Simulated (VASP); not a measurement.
Consider the following.

```
CELL_PARAMETERS angstrom
      4.03627    -2.17706     0.01272
      4.03627     2.17706     0.01272
      2.85074     0.00000     3.59229
ATOMIC_POSITIONS crystal
  Sb 0.23179 0.23179 0.23179
  Sb 0.76821 0.76821 0.76821
```

These are r2SCAN meta-GGA, VASP's PBE PAW potentials (set 64) (plane waves; VASP 6.6.1) values and carry that method's errors. Run with 500 eV cut-off, 7×7×7 Γ-centred mesh, Gaussian smearing of 0.050 eV, potentials Sb.

Energy and stress use the plane-wave basis of the starting cell.

### Question
The ions, cell shape and volume at an external pressure of 5.0 GPa are relaxed. What does this cell relax into?

### Answer

```
CELL_PARAMETERS angstrom
      3.79968    -2.13426    -0.03960
      3.79968     2.13426    -0.03960
      2.63745     0.00000     3.46959
ATOMIC_POSITIONS crystal
  Sb 0.23697 0.23697 0.23697
  Sb 0.76303 0.76303 0.76303
```
Space group R-3m (166), at a tolerance of 0.03 Å.

### Question
How do energy and volume change from the first to the last step?

### Answer
The energy (σ→0) changes by +43.9 meV/atom and the volume by -9.9 %, in 10 ionic steps.

The compound is Sb in the a7 structure. This run relaxes it under an external pressure of 5 GPa. Symmetry was kept, so distortions that lower it aren't found.
